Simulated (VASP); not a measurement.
```yaml
crystal:
  lattice:
    - [0.00000, 3.32379, 3.32379]
    - [3.32379, 0.00000, 3.32379]
    - [3.32379, 3.32379, 0.00000]
  atoms:
    - { symbol: Sr, position: [0.00000, 0.00000, 0.00000] }
    - { symbol: Te, position: [0.50000, 0.50000, 0.50000] }
```

Method: AM05 GGA, VASP's PBE PAW potentials (set 64) (plane waves; VASP). Numerical set-up: 520 eV cut-off, Gaussian smearing of 0.050 eV, potentials Sr_sv Te.

Unless said otherwise, spin-orbit coupling is left out, though it shifts the bands of the heavy elements here.

### Question
Give the energies of bands 6 to 11 at the high-symmetry points, in eV from the valence-band maximum.

### Answer

| band | Γ | X | U | L | W |
|---|---|---|---|---|---|
| 6 | 0.00 | -2.00 | -1.81 | -2.87 | -1.60 |
| 7 | 0.00 | -0.75 | -1.77 | -1.13 | -1.60 |
| 8 | 0.00 | -0.75 | -0.97 | -1.13 | -1.54 |
| 9 | 2.81 | 1.65 | 2.77 | 3.84 | 3.91 |
| 10 | 3.25 | 3.88 | 4.93 | 5.15 | 3.91 |
| 11 | 3.25 | 4.82 | 5.52 | 5.34 | 4.46 |

The gap is indirect, 1.65 eV, from the valence maximum at Γ to the conduction minimum at X.

The compound is SrTe in the rock salt structure. It was relaxed first.
